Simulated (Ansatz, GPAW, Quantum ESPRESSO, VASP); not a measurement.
# Code comparison for SrAs2Ru2 (I4/mmm, 5 atoms in the cell)

Self-consistent single point, at a second geometry (lattice scaled by 0.98). First geometry:

```xyz
5
Lattice="-2.0874 2.0874 5.7005 2.0874 -2.0874 5.7005 2.0874 2.0874 -5.7005" Properties=species:S:1:pos:R:3 pbc="T T T"
Sr     0.0000     0.0000     0.0000
As     0.0000     0.0000     7.3333
As     0.0000     0.0000     4.0676
Ru     2.0874     0.0000     2.8502
Ru     0.0000     2.0874     2.8502
```

Shared settings, as Ansatz (a first-principles code) writes them: kpoints.mp_grid.grid = 6 6 6; scf.occupations.method = gaussian; scf.occupations.width = 0.05 eV. Potentials and cutoffs stand in the table.

```
code                                                                      model  ΔF from the first geometry (meV/atom)  pressure (GPa)  largest force (eV/Å)   cutoff
----------------  -------------------------------------------------------------  -------------------------------------  --------------  --------------------  -------
GPAW              LDA (Perdew-Wang 92), GPAW PAW datasets LDA (gpaw-data 1.0.1)                                   -8.8            2.90                 0.732   550 eV
Ansatz                                      LDA (PW92), PAW files made with PBE                                  -12.6            2.45                 0.679  default
VASP                               LDA (PZ), VASP's LDA PAW potentials (set 64)                                   -7.8            2.98                 0.754   300 eV
Quantum ESPRESSO            LDA (PZ), GBRV 1.5 ultrasoft (LDA) pseudopotentials                                   -5.5            3.59                 0.849    40 Ry
```

On Ansatz's run: spin polarisation is off.

The spread over the programs that give each value: ΔF from the first geometry within 7.1 meV/atom; pressure within 1.14 GPa; largest force within 0.170 eV/Å.

Ansatz's pressure is given at a fixed set of plane waves, as the other plane-wave codes print theirs; with its correction for the finite basis it is 2.56 GPa. The same LDA comes in different parametrisations, which differ slightly. In the force vectors, Quantum ESPRESSO (by 0.106) lies more than 0.08 eV/Å from the median of the plane-wave programs.

VASP's run is marked for a possible Pulay error in its stress at this cutoff; no cutoff test was made.

The starting cell comes from a database of computed structures (which also holds hypothetical and non-ambient phases and stackings), without a prior relaxation at this level. For this run, on top of that: lattice scaled by 0.98.

Left out of this page: CP2K, Elk and SIESTA (not drawn, or without a comparable value); FLEUR (with a known weakness of the program).

Keys are those of Ansatz 0.2.
